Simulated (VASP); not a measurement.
OSZICAR of a VASP run on SrCl2 (fluorite):

OSZICAR:
```
       N       E                     dE             d eps       ncg     rms          rms(c)
DAV:   1     0.164296197327E+03    0.16430E+03   -0.12677E+04  1248   0.151E+03
DAV:   2    -0.298428974490E+01   -0.16728E+03   -0.16345E+03  1664   0.264E+02
DAV:   3    -0.126940435145E+02   -0.97098E+01   -0.97020E+01  1696   0.679E+01
DAV:   4    -0.130379599727E+02   -0.34392E+00   -0.34383E+00  2256   0.101E+01
DAV:   5    -0.130405625530E+02   -0.26026E-02   -0.26025E-02  1776   0.840E-01    0.135E+01
DAV:   6    -0.127493303064E+02    0.29123E+00   -0.76470E-01  1736   0.510E+00    0.874E+00
DAV:   7    -0.127604092836E+02   -0.11079E-01   -0.45675E-01  1936   0.432E+00    0.202E+00
DAV:   8    -0.127642491920E+02   -0.38399E-02   -0.65215E-02  1528   0.153E+00    0.352E-01
DAV:   9    -0.127656191251E+02   -0.13699E-02   -0.23843E-03  1848   0.315E-01    0.130E-01
DAV:  10    -0.127669948269E+02   -0.13757E-02   -0.11763E-03  1488   0.233E-01    0.336E-02
DAV:  11    -0.127670769405E+02   -0.82114E-04   -0.10337E-04  1896   0.592E-02    0.391E-02
DAV:  12    -0.127670874820E+02   -0.10542E-04   -0.16722E-05  1584   0.237E-02    0.113E-02
DAV:  13    -0.127670906792E+02   -0.31972E-05   -0.63797E-06  1624   0.148E-02    0.431E-03
DAV:  14    -0.127670905973E+02    0.81854E-07   -0.26428E-07  1264   0.378E-03
   1 F= -.12767091E+02 E0= -.12767091E+02  d E =-.206472E-13
```

Task: Which electronic solver shows in the log?

Result: It is blocked Davidson (ALGO = Normal, or the opening steps of other solvers). The INCAR had ALGO = Normal.

Task: Can the final energy be trusted as converged?

Result: The run converged. It stopped with EDIFF = 1E-6, NELM = 100 (PBE GGA, plane waves, VASP's PBE PAW potentials (set 64)).

The compound is SrCl2 in the fluorite structure. The cell was not relaxed at this level, atoms are displaced from their ideal sites. The run is one of a series of settings (ENCUT = 600 against the base run), some of them coarse on purpose.
